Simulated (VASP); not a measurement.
Si: energy against strain

Si (diamond, Fd-3m, 19.715 Å³/atom and stress up to 0.01 GPa in the relaxed cell, cube axes along x, y and z) under an equal strain ε along x and y, with z held. LDA in VASP (plane waves, PAW), 480 eV, 10×10×10 Γ-centred mesh, Gaussian smearing 0.05 eV; ions are relaxed, or left where forces stay under 0.02 eV/Å, within the symmetry of each cell.

Here s stands for strain and y for E less E0.

```
strain (%)  E less E0 (meV/atom)
----------  --------------------
-3.00                          ?
-1.50                       6.49
-1.00                       2.86
-0.50                       0.71
0.00                        0.00
0.50                        0.67
1.00                        2.69
1.50                        6.01
```

Problem. Using a parabola, estimate the missing y at s = -3.00 from the other rows, showing the fit.

Solution. Least squares gives y = -0.003 - 0.1300·s + 2.7790·s². Residuals (row less fit): 0.045, -0.046, -0.047, 0.003, 0.043, 0.044, -0.045; standard error 0.055 (degrees of freedom: 4). Twice the quadratic coefficient over the volume, 2 × 2.7790 meV × 10⁴ × 0.1602 / 19.715 Å³, is the elastic constants 2(C11 + C12) = 452 ± 4 GPa (± standard error of the fit, which holds the terms cut off). At the withheld row, y = -0.003 - 0.1300 × (-3.0) + 2.7790 × (-3.0)² = 25.398 meV/atom. The calculation gives 26.74 meV/atom, 1.342 meV/atom above the prediction (5.0 % of the range of y in the table). The row lies outside the fitted rows, so this is an extrapolation. From the scatter of the fitted rows alone, a prediction at this place has a standard error of 0.211 meV/atom, so the miss is 6.4 times that.

A polynomial of degree 3 through the 12 other runs of the series gives 26.71 there, so most of the miss is curvature that the fit leaves out. Rows are the converged runs of the series near zero and its far end; series whose fitted rows scatter by over a few per cent of the range, as at a crossing or softening among them, aren't shown in this form, nor equations of state whose B0' disagrees with the runs' pressures. Most that stay on the fit to the last digits aren't either.
